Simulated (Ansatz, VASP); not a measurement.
## One calculation of MgW, two programs

```xyz
4
Lattice="4.8346 0.0000 0.0172 0.0000 4.4643 0.0000 -0.0112 0.0000 3.1375" Properties=species:S:1:pos:R:3 pbc="T T T"
Mg    2.4089    1.1164    2.3617
Mg    2.4145    3.3479    0.7930
W    -0.0084    3.3498    2.3531
W    -0.0028    1.1145    0.7844
```

Alike in both runs: functional r2SCAN; k mesh 4 × 4 × 4; occupations gaussian, width 0.1 eV; no spin polarisation.

Ansatz relaxed the structure, and its values are those at the end. VASP's run is a single point on that final structure, the one shown.

|  | VASP | Ansatz |
| --- | --- | --- |
| version | VASP 6.6.1 | Ansatz 0.2.0 |
| potentials or method | VASP PAW PBE potentials, release 64 (Mg, W_sv) | scalar-relativistic, plane waves, PAW |
| plane-wave cutoff (eV) | 520 | 500 |
| valence electrons in the cell | 32 | 48 |

```csv
,VASP,Ansatz,Ansatz less VASP
gap on the k mesh at the Fermi level (eV),none,none,-
pressure (GPa),0.0,0.0,-0.01
rms of the force components (eV/Å),0.013,0.012,-0.0004
```

A gap of «none» marks a metal or a gap that the smearing closes. The functional is the same, so the differences come from potentials, cutoffs and numerics. The two sets of potentials don't hold the same shells in valence.

Caveats: the k mesh is coarse (spacing up to 0.50 Å⁻¹), so the values aren't converged; the PAW data sets were made with another functional, which shifts forces and pressure a little (VASP). Spin-orbit coupling is left out, which matters for the levels of W.
